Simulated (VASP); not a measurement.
Given:

```
CELL_PARAMETERS angstrom
     -1.54440     1.54440     1.54440
      1.54440    -1.54440     1.54440
      1.54440     1.54440    -1.54440
ATOMIC_POSITIONS crystal
  W  0.00000 0.00000 0.00000
```

Calculation: r2SCAN meta-GGA, VASP's PBE PAW potentials (set 64) (plane waves; VASP). Numerical set-up: 500 eV cut-off, 16×16×16 Γ-centred mesh, first-order Methfessel-Paxton smearing of 0.10 eV, potentials W_sv.

Energy and stress use the plane-wave basis of the starting cell.

Problem. The ions, cell shape and volume at an external pressure of 45.0 GPa are relaxed. Which structure does the run end with?

Solution. 
```
CELL_PARAMETERS angstrom
     -1.52792     1.52792     1.52792
      1.52792    -1.52792     1.52792
      1.52792     1.52792    -1.52792
ATOMIC_POSITIONS crystal
  W  0.00000 0.00000 0.00000
```
Space group Im-3m (229), at a tolerance of 0.03 Å.

Problem. How do energy and volume change from the first to the last step?

Solution. The energy (σ→0) changes by +108.6 meV/atom and the volume by -3.2 %, in 5 ionic steps.

The compound is W in the bcc structure. This run relaxes it under an external pressure of 45 GPa. Symmetry was kept, so distortions that lower it aren't found.
